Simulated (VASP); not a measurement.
```xyz
2
Lattice="0.0000 3.5937 3.5937 3.5937 0.0000 3.5937 3.5937 3.5937 0.0000" Properties=species:S:1:pos:R:3 pbc="T T T"
K      0.0000     0.0000     0.0000
I      3.5937     3.5937     3.5937
```

Calculation: PBE GGA, VASP's PBE PAW potentials (set 64) (plane waves; VASP). Run with 520 eV cut-off, 6×6×6 Γ-centred mesh, Gaussian smearing of 0.050 eV, potentials K_sv I.

Unless said otherwise, spin-orbit coupling is left out, though it shifts the bands of the heavy elements here.

Q: What does the run give for the energy per atom (σ→0), band gap (on the k-mesh) with the smallest direct gap where there is one?

A: 
- band gap (on the k-mesh) = 3.85 eV
- smallest direct gap (on the k-mesh) = 3.85 eV
- energy per atom (σ→0) = -2.783 eV/atom

The absolute energy has meaning only against runs of the same code, potentials and settings.

The compound is KI in the rock salt structure. It was relaxed first, which changed the volume by +5 %. The start is the result of an earlier pass.
